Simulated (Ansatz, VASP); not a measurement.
**Cross-check of H107C58N29O10 between VASP and Ansatz**

Aim: how closely do two programs agree when they are given the same cell, functional and k mesh? The cell is taken from a series of runs on this material, whose earlier steps may have relaxed, scaled, displaced or heated it; both programs get it as it stands.

Method: plane waves, with VASP 6.6.1 beside it; single point at LDA, in Ansatz 0.2.0.

## Step 1: The structure

The cell holds 204 atoms: 58 C, 29 N, 107 H and 10 O. Its edges and angles: a = 14.656 Å, b = 14.656 Å, c = 14.656 Å, α = 90.0°, β = 90.0°, γ = 90.0°.

## Step 2: VASP: single point, LDA

A single point gives forces, pressure and levels at one fixed geometry, so differences don't come from the geometry; what else differs is listed under the comparison.

Lines of VASP's logs that name or quote its potential files are left out, and so is its time.

File INCAR:

```
SYSTEM = H107C58N29O10
PREC = Accurate
ENCUT = 600
EDIFF = 1E-06
NELM = 120
ISMEAR = 0
SIGMA = 0.01
LREAL = Auto
ALGO = Normal
GGA = CA
NBANDS = 414
LORBIT = 11
LWAVE = .FALSE.
LCHARG = .FALSE.
ISIF = 2
LASPH = .TRUE.
GGA_COMPAT = .FALSE.
EFERMI = MIDGAP
```

File POSCAR:

```
H107C58N29O10
1.0
   14.6560300000      0.0000000000      0.0000000000
    0.0000000000     14.6560300000      0.0000000000
    0.0000000000      0.0000000000     14.6560300000
C N H O
58 29 107 10
Direct
    0.5340100000      0.8892900000      0.8565700000
    0.5754300000      0.9767200000      0.8355600000
    0.7523800000      0.4925600000      0.6601800000
    0.7451600000      0.5182300000      0.5636100000
    0.6397800000      0.5207600000      0.0678100000
    0.6937000000      0.5094500000      0.9837700000
    0.0962700000      0.8357800000      0.6871500000
    0.9984300000      0.8510200000      0.6969100000
    0.0869600000      0.3478800000      0.4837800000
    0.0774000000      0.4262300000      0.5464500000
    0.1760200000      0.4109200000      0.0358200000
    0.2263100000      0.4377300000      0.9523800000
    0.2161000000      0.6522900000      0.1796600000
    0.2912600000      0.5883200000      0.1836000000
    0.6811600000      0.1265700000      0.6159500000
    0.6070700000      0.1948000000      0.6270900000
    0.6576000000      0.9277500000      0.3079100000
    0.6375800000      0.8295100000      0.3151700000
    0.8175700000      0.6967500000      0.8605900000
    0.7597500000      0.7156800000      0.9391700000
    0.9650500000      0.3682900000      0.7854200000
    0.9340900000      0.3269200000      0.6991400000
    0.7779100000      0.3698000000      0.3206400000
    0.7269000000      0.2989400000      0.3667100000
    0.8211100000      0.0807500000      0.8119300000
    0.8129100000      0.0514800000      0.9081900000
    0.9849600000      0.1166500000      0.1905800000
    0.9979000000      0.2011600000      0.2378600000
    0.3946600000      0.9864700000      0.5733100000
    0.4828600000      0.9519800000      0.5503200000
[... 168 atom lines left out ...]
    0.3427900000      0.2190300000      0.4160500000
    0.4250000000      0.3508800000      0.5316500000
    0.6515000000      0.5644600000      0.3346200000
    0.0984400000      0.4324200000      0.2558200000
    0.0213600000      0.7250200000      0.9997800000
    0.6881600000      0.9175600000      0.0632900000
```

File KPOINTS:

```
Automatic mesh
0
Gamma
1 1 1
0 0 0
```

PAW data sets: C, N, H and O (LDA family, release 64).

Launch:

```
$ export OMP_NUM_THREADS=3
$ mpirun -np 1 vasp_gam
```

Numbers of over 12 decimals in the logs are rounded to 6 here.

Log:

```text
[banner, memory and clock lines left out]
running    1 mpi-ranks, on    1 nodes
[...]
Offloading initialized ...    1 GPUs detected
[...]
LDA part: xc-table for (Slater(with rela. corr.)+CA(PZ))
 , standard interpolation
 POSCAR, INCAR and KPOINTS ok, starting setup
[...]
entering main loop
       N       E                     dE             d eps       ncg     rms          rms(c)
DAV:   1     0.421254804792E+04    0.42125E+04   -0.28035E+05   852   0.129E+03
DAV:   2    -0.778566358038E+03   -0.49911E+04   -0.47633E+04  1058   0.279E+02
DAV:   3    -0.140584112119E+04   -0.62727E+03   -0.62177E+03  1048   0.101E+02
DAV:   4    -0.142314199320E+04   -0.17301E+02   -0.17209E+02  1024   0.194E+01
[...]
DAV:  20    -0.127987724812E+04   -0.52541E-05   -0.44664E-06   984   0.430E-03    0.258E-03
DAV:  21    -0.127987724968E+04   -0.15625E-05   -0.10957E-06   744   0.248E-03    0.128E-03
DAV:  22    -0.127987724995E+04   -0.27167E-06   -0.55534E-07   728   0.170E-03
   1 F= -.12798772E+04 E0= -.12798772E+04  d E =0.000000E+00
```

Parts of OUTCAR (step 2):

```text
  FREE ENERGIE OF THE ION-ELECTRON SYSTEM (eV)
  ---------------------------------------------------
  free  energy   TOTEN  =     -1279.8772499512 eV

  energy  without entropy=    -1279.8772499512  energy(sigma->0) =    -1279.87724995
```

The run ends at a pressure of -1.12 GPa, with forces up to 7.0 eV/Å.

[end of part 1 of 2]

[Lines on the potential files, build, host, timing and source positions are cut from VASP's logs without a mark.]

[Logs are printed without paths, hosts, clocks, repeated set-up lines and the standing remarks that a program may print on its own settings, such as how far it seeks lower states.]

[Hosts, paths, dates, database ids (printed as entryN), source tags and the programs' standing remarks are cut or masked in the printed files.]
